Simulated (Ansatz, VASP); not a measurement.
# Cu: VASP beside Ansatz

Wanted: the spread between two codes on one cell, functional and k mesh. The structure shown is the start of the Ansatz relaxation below; VASP solves that cell, so the two are compared at the walk's first step.

Program: Ansatz 0.2.0. Level of theory: plane waves, with VASP 6.6.1 beside it; single point at PBEsol. Results are calculated unless marked as measured.

## 1. The structure

The cell holds 5 atoms: 5 Cu. Its edges and angles: a = 2.553 Å, b = 2.553 Å, c = 40.474 Å, α = 90.0°, β = 90.0°, γ = 120.0°. Vacuum lies along c. The height across the vacuum is the one that the program set for its solve, not the one typed.

## 2. Ansatz: relaxation, PBEsol

Ansatz runs on its PAW soft_1 files.

The two programs are compared at the cell with which this relaxation starts, whose forces are those of its first step.

Input file input.yaml:

```yaml
crystal:
  lattice:
    - [2.55266, 0.0, 0.0]
    - [-1.27633, 2.21066, 0.0]
    - [0.0, 0.0, 21.33694]
  atoms:
    - { symbol: Cu, position: [0.0, 0.0, 0.304636] }
    - { symbol: Cu, position: [0.333333, 0.666667, 0.402318] }
    - { symbol: Cu, position: [0.666667, 0.333333, 0.5] }
    - { symbol: Cu, position: [0.0, 0.0, 0.597682] }
    - { symbol: Cu, position: [0.333333, 0.666667, 0.695364] }
  periodic: [true, true, false]
kpoints:
  mp_grid: { grid: [15, 15, 1] }
hamiltonian:
  xc: pbesol
  pseudopotentials: { kind: paw, azcp: { folder: soft_1 }, xc_functional: pbe }
scf:
  occupations: { method: gaussian, width: 0.1 }
output:
  forces: true
  stress: true
  eigenvalues: true
  write_density: true
  write_potential: true
  elf: true
  volumetric_format: npy
relax:
  adjacent_minimum: "off"
  f_tol: 0.005
  max_steps: 80
  cell: { stress_2d_tol: 0.02 }
```

Command:

```
$ ansatz run input.yaml --threads 8 --pin off --max-ram 16384MiB --backend cpu --events-out ev --progress --plain --runs-dir out
```

Numbers of over 12 decimals in the logs are rounded to 6 here.

What it wrote:

```text
Warning: crystal.periodic: the lattice vector that does not repeat stood 0.000° off the slab's normal, 21.337 Å along it as the deck builds it. The run solves the slab on a vector along the normal, 40.474 Å long, with every atom where it was (on the deck's vector they left 13.00 Å outside them, and the widest stretch free of ions among them is 2.08 Å). A fractional position that the run reports is one of the run's ce [...]
[...]
SCF iter   4: F=—  HF=-32942.804188 eV  |F-HF|=—  |Δ(HF+E_count)|=   3.16e-9  Δρ=1.96e-6  dr2=5.37e-9  ethr=6.47e-12  ⟨swp⟩=3.6  Hψ=3191  notcnv=0
SCF iter   5: F=—  HF=-32942.804188 eV  |F-HF|=—  |Δ(HF+E_count)|=   1.32e-9  Δρ=1.47e-6  dr2=3.06e-9  ethr=5.66e-12  ⟨swp⟩=1.3  Hψ=1587  notcnv=0
SCF iter   6: F=—  HF=-32942.804188 eV  |F-HF|=—  |Δ(HF+E_count)|=  6.33e-10  Δρ=7.49e-7  dr2=7.04e-10  ethr=3.23e-12  ⟨swp⟩=2.5  Hψ=2469  notcnv=0
SCF iter   7: F=—  HF=-32942.804188 eV  |F-HF|=—  |Δ(HF+E_count)|=  1.82e-10  Δρ=5.29e-7  dr2=3.98e-10  ethr=1.00e-12  ⟨swp⟩=1.7  Hψ=2024  notcnv=0
SCF iter   8: F=—  HF=-32942.804188 eV  |F-HF|=—  |Δ(HF+E_count)|=  2.62e-10  Δρ=3.82e-7  dr2=2.17e-10  ethr=1.00e-12  ⟨swp⟩=1.2  Hψ=1599  notcnv=0
SCF iter   9: F=—  HF=-32942.804188 eV  |F-HF|=—  |Δ(HF+E_count)|=  5.09e-11  Δρ=5.37e-8  dr2=3.37e-12  ethr=1.00e-12  ⟨swp⟩=2.1  Hψ=2185  notcnv=0
SCF iter  10: F=-32942.804188 eV  HF=-32942.804188 eV  |F-HF|=2.33e-10  |Δ(HF+E_count)|=  2.76e-10  Δρ=4.07e-8  dr2=1.72e-12  ethr=1.00e-12  ⟨swp⟩=12.8  Hψ=9998  notcnv=0
SCF 8 converged in 10 iterations: F = -32942.804188 eV  dr2 = 1.72e-12
relax step   8: F+E_penalty+E_count = -32942.80418794 eV  Δ(F+E_penalty+E_count) = -3.943e-6 eV  max|allowed force component| = 7.380e-5 eV/Å  Δτ_max = 0.0000 Å  P = +0.001 N/m  Ω = 217.169 Å³  fix = [c, alpha, beta]  reactions: c +0.000 N/m  stress off target by 9.56e-4 N/m on what of the cell is left free  SCF on the basis re-selected at this cell (its energy is not comparable with the rows above)  (10 SCF iters)
basis re-selected at this cell: Δ(F+E_penalty+E_count) = -3.943e-6 eV, ΔP = +0.000 N/m vs the last step (what re-selecting the basis moved, of the pressure what is left beyond the Pulay correction that the steps carried, after the strain that the cell walked since its last selection, with what the two solves' SCF thresholds leave and, on support functions, any second-order correction that the steps lacked; it is no m [...]
WARN: The output density's exchange-correlation potential varies sharply where the density is thin. Do not read a vacuum level from v_tot or v_xc, or from such a field of the output density. On a cell that repeats whose density bears no net charge and no dipole along the vacuum's axis use v_es (v_loc + v_h of the components); under efield.dipole_correction with no amplitude use v_es + v_field, which holds any externa [...]
SCF converged after 10 iterations
Free energy (F): -32942.804188 eV
Harris-Foulkes:  -32942.804188 eV  (|F-HF|=2.33e-10)
Internal energy: -32942.796923 eV  (E = F + TS)
E sigma→0 (E₀):  -32942.800556 eV
Entropy (-TS):   -0.007264 eV (-1.453 meV/atom)
Fermi energy:    -5.069617 eV
--- Per-component energies (eV) ---
  E_band       = -3864.609085
  E_kinetic    = 1314.282980
  E_local      = -1046240.809380  (includes V_loc(G=0)·N_el)
  E_nonlocal   = 4457.424334
  E_hartree    = 520375.589588
  E_xc         = -343.632767
  E_vxc        = -445.361831  (∫ρ·V_xc dr)
  E_paw        = -8894.556181  (= ΣΔE_a)
  E_vpaw       = -3701.328813  (= ΣTr[D̂ρ^β])
  E_aug_tail   = 0.005056  (compensation charges beyond the density's cutoff)
  E_ewald      = 496387.868433
  E_core_change = 1.031013  (= ΣΔE_core)
  E_smearing   = -0.007264  (= −TS)
  E_closure    = -0.000000  (closes the sum)
  Σ components = -32942.804188   (vs F -32942.804188, Δ=0.00e0)
--- Forces (eV/Å), atoms counted from 1 ---
  atom   1  Cu     0.00000000    -0.00000000     0.00007380
  atom   2  Cu     0.00000000     0.00000000     0.00000797
  atom   3  Cu     0.00000000     0.00000000     0.00000000
  atom   4  Cu     0.00000000    -0.00000000    -0.00000797
  atom   5  Cu    -0.00000000     0.00000000    -0.00007380
  max |Σ_I F_I| component: 8.41e-30 eV/Å
--- 2D stress c σ (N/m, compression-positive) ---
        0.000956      -0.000000       0.000000
       -0.000000       0.000956      -0.000000
        0.000000      -0.000000       0.000000
  P = ½ c Tr σ = 0.0010 N/m
--- Band table (eV; the first three rows and the last of 27) ---
  k-point 0: bands = ["-117.5066", "-117.4466", "-117.4459", "-117.1267", "-117.1267", "-75.0448", "-74.9754", "-74.9754", "-74.9735", "-74.9440", "-74.9103", "-74.9103", "-74.9097", "-74.9097", "-74.6245", "-74.6245", "-74.6245", "-74.6245", "-74.5867", "-74.5866", "-14.6752", "-13.7481", "-12.4070", "-11.0913", "-10.6013", "-8.4813", "-8.4053", "-8.2548", "-8.2548", "-8.1913", "-8.1833", "-8.1833", "-8.1232", "-8.1232", "-7.8564", "-7.8564", "-7.8484", "-7.8484", "-7.8335", "-7.3302", "-7.3302", "-7.2142", "-7.2142", "-7.0120", "-7.0120", "-6.7203", "-6.7203", "-6.6566", "-6.6566", "-6.1819", "-5.5834", "-0.6271 (-0.6289°)", "-0.2857 (-0.2987°)", "0.3762", "0.7573", "1.2522", "2.1731"]
  k-point 1: bands = ["-117.5060", "-117.4460", "-117.4454", "-117.1261", "-117.1261", "-75.0435", "-74.9829", "-74.9767", "-74.9703", "-74.9445", "-74.9148", "-74.9146", "-74.9116", "-74.9109", "-74.6293", "-74.6293", "-74.6257", "-74.6257", "-74.5861", "-74.5861", "-14.5245", "-13.6020", "-12.2686", "-10.9648", "-10.4944", "-8.5242", "-8.4675", "-8.3085", "-8.2112", "-8.1998", "-8.1986", "-8.1404", "-8.1377", "-8.0676", "-7.9781", "-7.8784", "-7.8525", "-7.8121", "-7.7957", "-7.3717", "-7.3626", "-7.2100", "-7.1924", "-7.0133", "-6.9950", "-6.9269", "-6.7841", "-6.7218", "-6.6556", "-5.8112", "-5.1370", "-0.5185 (-0.5200°)", "-0.1444 (-0.1572°)", "0.5023", "0.8976", "1.3866", "2.3074"]
  k-point 2: bands = ["-117.5043", "-117.4443", "-117.4438", "-117.1245", "-117.1245", "-75.0399", "-74.9976", "-74.9803", "-74.9673", "-74.9465", "-74.9286", "-74.9266", "-74.9150", "-74.9142", "-74.6430", "-74.6430", "-74.6292", "-74.6292", "-74.5847", "-74.5847", "-14.0800", "-13.1737", "-11.8699", "-10.6100", "-10.1980", "-8.6898", "-8.5967", "-8.4691", "-8.3604", "-8.2324", "-8.1821", "-8.0671", "-8.0451", "-8.0232", "-7.9610", "-7.9087", "-7.9028", "-7.7056", "-7.6500", "-7.4804", "-7.3983", "-7.3222", "-7.2406", "-7.2093", "-7.0170", "-7.0111", "-6.7267", "-6.6529", "-6.4488", "-5.1734", "-4.2403", "-0.1954 (-0.1962°)", "0.2795 (0.2673°)", "0.8890", "1.3185", "1.7953", "2.7107"]
  k-point 26: bands = ["-117.4904", "-117.4310", "-117.4310", "-117.1112", "-117.1112", "-75.0581", "-75.0581", "-75.0205", "-74.9897", "-74.9891", "-74.9891", "-74.9689", "-74.9531", "-74.9531", "-74.7033", "-74.7033", "-74.7023", "-74.7023", "-74.5734", "-74.5734", "-9.3243", "-9.2890", "-9.2890", "-9.2356", "-9.2356", "-9.1273", "-9.1238", "-8.9154", "-8.9154", "-8.5395", "-8.4059", "-8.4059", "-7.9622", "-7.9521", "-7.8929", "-7.8929", "-7.5147", "-7.5147", "-7.3134", "-7.2307", "-6.8304", "-6.8304", "-6.8250", "-6.7341", "-6.7341", "-1.4441", "-1.4441", "-1.2161", "-0.9752", "-0.3480", "-0.3480", "0.5914", "0.5914", "1.2564", "1.8662", "3.2915", "3.2915"]
  ° read free of the cell's end (the report's vacuum.weakly_bound_levels)
--- Relaxed structure (6 steps of the walk, 6 accepted, 2 SCFs on fresh bases) ---
  F+E_penalty+E_count = -32942.80418794 eV   max|allowed force component| = 7.380e-5 eV/Å   (the final SCF, on the basis selected at the relaxed cell)
  cell:  # Å, volume = 217.1694 Å³
    - [2.489124, 0.0, 0]
    - [-1.244562, 2.155645, 0]
    - [0, 0, 40.47387978464]
  atoms:
    - { symbol: Cu, position: [1.445271742316987e-18, -3.0046107676222887e-17, 0.161586] }
    - { symbol: Cu, position: [0.333333, 0.666667, 0.212427] }
    - { symbol: Cu, position: [0.666667, 0.333333, 0.263589] }
    - { symbol: Cu, position: [9.97118226675566e-19, -3.094241470750573e-17, 0.314751] }
    - { symbol: Cu, position: [0.333333, 0.666667, 0.365592] }
```

The column dr2 measures how far the density is from self-consistency, as an energy; F and HF (Harris–Foulkes) agree once it is small.

## 3. VASP: single point, PBEsol, start cell, pair 1

The same cell, functional, mesh and smearing now go to VASP, with its own data sets.

Lines of VASP's logs that name or quote its potential files are left out, and so is its time.

Input file INCAR:

```
SYSTEM = Cu
PREC = Accurate
ENCUT = 520
EDIFF = 1E-06
NELM = 120
ISMEAR = 0
SIGMA = 0.1
LREAL = .FALSE.
ALGO = Normal
GGA = PS
NBANDS = 34
LASPH = .TRUE.
LORBIT = 11
LWAVE = .FALSE.
LCHARG = .FALSE.
ISIF = 2
LDIPOL = .TRUE.
IDIPOL = 3
DIPOL = 0.5 0.5 0.264
LVHAR = .TRUE.
GGA_COMPAT = .FALSE.
NELMDL = -8
KPAR = 2
```

Input file POSCAR:

```
Cu
1.0
    2.5526550000      0.0000000000      0.0000000000
   -1.2763280000      2.2106640000      0.0000000000
    0.0000000000      0.0000000000     40.4738800000
Cu
5
Direct
    0.0000000000      0.0000000000      0.1605974026
    0.3333334639      0.6666666667      0.2120932068
    0.6666669278      0.3333333333      0.2635890110
    0.0000000000      0.0000000000      0.3150848152
    0.3333334639      0.6666666667      0.3665806194
```

Input file KPOINTS:

```
Automatic mesh
0
Gamma
15 15 1
0 0 0
```

Potentials, in the order of the species: Cu (PBE family, release 64).

Command:

```
$ mpirun -np 2 vasp_std
```

What it wrote:

```text
[banner, memory and clock lines left out]
running    2 mpi-ranks, on    1 nodes
 distrk:  each k-point on    1 cores,    2 groups
 distr:  one band on    1 cores,    1 groups

 POSCAR found type information on POSCAR Cu
 POSCAR found :  1 types and       5 ions
|                                                                             |
|               ----> ADVICE to this user running VASP <----                  |
|                                                                             |
|     You enforced a specific xc type in the INCAR file but a different       |
|     [... a line on the potential file left out ...]
|     I HOPE YOU KNOW WHAT YOU ARE DOING!                                     |
|                                                                             |

 LDA part: xc-table for (Slater+PW92), standard interpolation
 POSCAR, INCAR and KPOINTS ok, starting setup
 FFT: planning ... GRIDC
 FFT: planning ... GRID_SOFT
 FFT: planning ... GRID
 WAVECAR not read
 entering main loop
       N       E                     dE             d eps       ncg     rms          rms(c)
DAV:   1     0.456855418201E+03    0.45686E+03   -0.22796E+04  1844   0.175E+03
DAV:   2     0.101065877792E+02   -0.44675E+03   -0.43338E+03  1860   0.379E+02
DAV:   3    -0.237924272620E+02   -0.33899E+02   -0.32202E+02  2104   0.158E+02
DAV:   4    -0.253592280631E+02   -0.15668E+01   -0.15562E+01  2132   0.401E+01
DAV:   5    -0.254001259067E+02   -0.40898E-01   -0.40868E-01  2376   0.529E+00
DAV:   6    -0.254017583373E+02   -0.16324E-02   -0.16324E-02  2576   0.875E-01
DAV:   7    -0.254018214631E+02   -0.63126E-04   -0.63125E-04  2524   0.148E-01
DAV:   8    -0.254018233098E+02   -0.18466E-05   -0.18467E-05  2078   0.210E-02    0.183E+01
DAV:   9    -0.228587443194E+02    0.25431E+01   -0.60885E+01  2070   0.141E+02    0.103E+01
DAV:  10    -0.204276130724E+02    0.24311E+01   -0.12064E+01  2260   0.611E+01    0.943E-01
DAV:  11    -0.204347084307E+02   -0.70954E-02   -0.68553E-01  2802   0.294E+01    0.161E+00
DAV:  12    -0.204040834752E+02    0.30625E-01   -0.16553E-01  2512   0.162E+01    0.972E-01
DAV:  13    -0.203901465095E+02    0.13937E-01   -0.46548E-02  3244   0.621E+00    0.416E-01
DAV:  14    -0.203875788080E+02    0.25677E-02   -0.21877E-02  2458   0.537E+00    0.118E-01
[...]
DAV:  20    -0.203873923610E+02   -0.40494E-04   -0.29460E-05  2138   0.129E-01    0.562E-03
DAV:  21    -0.203874474510E+02   -0.55090E-04   -0.76592E-06  1982   0.409E-02    0.559E-03
DAV:  22    -0.203874889928E+02   -0.41542E-04   -0.54745E-06  1886   0.612E-02    0.388E-03
DAV:  23    -0.203875029597E+02   -0.13967E-04   -0.40301E-06  2034   0.580E-02    0.373E-03
DAV:  24    -0.203875161237E+02   -0.13164E-04   -0.13898E-06  1370   0.206E-02    0.857E-04
DAV:  25    -0.203875193506E+02   -0.32269E-05   -0.21434E-07  1414   0.129E-02    0.753E-04
DAV:  26    -0.203875225246E+02   -0.31740E-05   -0.14341E-07  1162   0.669E-03    0.371E-04
DAV:  27    -0.203875235202E+02   -0.99555E-06   -0.54073E-08  1270   0.424E-03
   1 F= -.20387524E+02 E0= -.20383894E+02  d E =-.725892E-02
```

Parts of OUTCAR (step 3):

```text
ion  position               nearest neighbor table
   1  0.000  0.000  0.161-   2 2.55   2 2.55   2 2.55
   2  0.333  0.667  0.212-   3 2.55   1 2.55   3 2.55   1 2.55   1 2.55   3 2.55
   3  0.667  0.333  0.264-   4 2.55   2 2.55   2 2.55   4 2.55   4 2.55   2 2.55
   4  0.000  0.000  0.315-   3 2.55   5 2.55   5 2.55   3 2.55   5 2.55   3 2.55
   5  0.333  0.667  0.367-   4 2.55   4 2.55   4 2.55

  LATTYP: Found a hexagonal cell.
 ALAT       =     2.5526550000
 C/A-ratio  =    15.8556013249

 Subroutine GETGRP returns: Found 12 space group operations
 (whereof  6 operations were pure point group operations)

The static configuration has the point symmetry C_3v.
 The point group associated with its full space group is D_3d.

 Found     27 irreducible k-points:

   k-points           NKPTS =     27   k-points in BZ     NKDIM =     27   number of bands    NBANDS=     34

   dimension x,y,z NGX =    20 NGY =   20 NGZ =  320
   dimension x,y,z NGXF=    40 NGYF=   40 NGZF=  640

   ENCUT  =  520.0 eV  38.22 Ry    6.18 a.u.   4.75  4.75 75.25*2*pi/ulx,y,z

   NELECT =      55.0000    total number of electrons

 k-points in reciprocal lattice and weights: Automatic mesh
   0.00000000  0.00000000  0.00000000       0.004
   0.06666667  0.00000000  0.00000000       0.027
   0.13333333 -0.00000000  0.00000000       0.027
   0.20000000 -0.00000000  0.00000000       0.027
   0.26666667 -0.00000000  0.00000000       0.027
   0.33333333  0.00000000  0.00000000       0.027
   0.40000000  0.00000000  0.00000000       0.027
   0.46666667  0.00000000  0.00000000       0.027
   0.06666667  0.06666667  0.00000000       0.027
[...]
0.33333333  0.26666667  0.00000000       0.053
   0.33333333  0.33333333  0.00000000       0.009

 dipolmoment           0.000000      0.000000     -0.000004 electrons x Angstroem

 average (electrostatic) potential at core
       1 -72.4125       2 -72.7047       3 -72.7606       4 -72.7047       5 -72.4126

 E-fermi :  -1.7047

 k-point     1 :       0.0000    0.0000    0.0000
  band No.  band energies     occupation
    ...
     27      -3.3756      2.00000
     28      -3.3105      2.00000
     29      -3.3105      2.00000
     30      -2.6948      2.00000
     31      -2.0162      1.99999
     32       2.6273      0.00000
     33       2.9544      0.00000
     34       3.2113      0.00000

 k-point     2 :       0.0667    0.0000    0.0000
  band No.  band energies     occupation
    ...
     26      -3.5380      2.00000
     27      -3.4039      2.00000
     28      -3.3766      2.00000
     29      -3.3092      2.00000
     30      -2.3840      2.00000
     31      -1.6338      0.31605
     32       2.7330      0.00000
     33       3.0895      0.00000
     34       3.3458      0.00000

 k-point     3 :       0.1333   -0.0000    0.0000
  band No.  band energies     occupation
    ...
     26      -3.6234      2.00000
     27      -3.3801      2.00000
     28      -3.3056      2.00000
     29      -3.0834      2.00000
     30      -1.7944      1.79533
     31      -0.8084      0.00000
     32       3.0484      0.00000
     33       3.4945      0.00000
     34       3.7498      0.00000

  Total       -3.3138549     -3.3138546     -1.8753052      0.0000007     -0.0000000      0.0000000
  in kB      -23.2463283    -23.2463267    -13.1550601      0.0000053     -0.0000000      0.0000000
  external PRESSURE =     -19.8825717 kB  Pullay stress =       0.0000000 kB

  energy-cutoff  :      520.00
  volume of cell :      228.40
      direct lattice vectors                 reciprocal lattice vectors
     2.552655000  0.000000000  0.000000000     0.391748983  0.226176477  0.000000000
    -1.276328000  2.210664000  0.000000000     0.000000000  0.452352777  0.000000000
     0.000000000  0.000000000 40.473880000     0.000000000  0.000000000  0.024707293

 POSITION                                       TOTAL-FORCE (eV/Angst)
 -----------------------------------------------------------------------------------
      0.00000      0.00000      6.50000        -0.000000      0.000000      0.244345
     -0.00000      1.47378      8.58424        -0.000000     -0.000000     -0.048318
      1.27633      0.73689     10.66847        -0.000000      0.000000     -0.000000
      0.00000      0.00000     12.75271         0.000000      0.000000      0.048318
     -0.00000      1.47378     14.83694         0.000000     -0.000000     -0.244345
 -----------------------------------------------------------------------------------
    total drift:                               -0.000156     -0.000000     -0.000985

  FREE ENERGIE OF THE ION-ELECTRON SYSTEM (eV)
  ---------------------------------------------------
  free  energy   TOTEN  =       -20.3875235202 eV

  energy  without entropy=      -20.3802645982  energy(sigma->0) =      -20.38389406

 vacuum level on the upper side and lower side of the slab         3.219         3.219

 total charge
# of ion       s       p       d       tot
------------------------------------------
    1        0.455   0.296   9.181   9.932
    2        0.449   0.382   9.173  10.005
    3        0.448   0.389   9.168  10.005
    4        0.449   0.382   9.173  10.005
    5        0.455   0.296   9.181   9.932
--------------------------------------------------
tot          2.257   1.746  45.876  49.879

[... 3 further parts left out ...]
```

This run has no spin polarisation. Its electron count is odd, so without a moment it is a metal by construction.

## 4. Differences

Known differences besides the potentials themselves: Ansatz cuts the interaction across the vacuum, VASP repeats the sheet with a dipole correction; the data sets hold 95 valence electrons in Ansatz (on its PAW soft_1 files) and 55 in VASP; Ansatz makes its cores anew for this functional, VASP keeps those of its PBE data sets; Ansatz takes its cutoff from its data sets, VASP runs at 520 eV. Total energies have different zeros and are not compared.

Forces (eV/Å; atoms numbered as in POSCAR):

| atom | Ansatz x, y, z | VASP x, y, z |
| --- | --- | --- |
| Cu1 | 0.000, 0.000, 0.273 | 0.000, 0.000, 0.244 |
| Cu2 | 0.000, 0.000, -0.047 | 0.000, 0.000, -0.048 |
| Cu3 | 0.000, 0.000, 0.000 | 0.000, 0.000, 0.000 |
| Cu4 | 0.000, 0.000, 0.047 | 0.000, 0.000, 0.048 |
| Cu5 | 0.000, 0.000, -0.273 | 0.000, 0.000, -0.244 |

The forces differ by 10 meV/Å r.m.s., which is 11.5 % of the r.m.s. force of 0.091 eV/Å (both taken over all components). With vacuum in the cell, a pressure given here is an average over mostly empty space and none of the material.

(Part 1 of 2 ends here.)

[Lines on the potential files, build, host, timing and source positions are cut from VASP's logs without a mark.]

[Logs are printed without paths, hosts, clocks, repeated set-up lines and the standing remarks that a program may print on its own settings, such as how far it seeks lower states.]

[Hosts, paths, dates, database ids (printed as entryN), source tags and the programs' standing remarks are cut or masked in the printed files.]
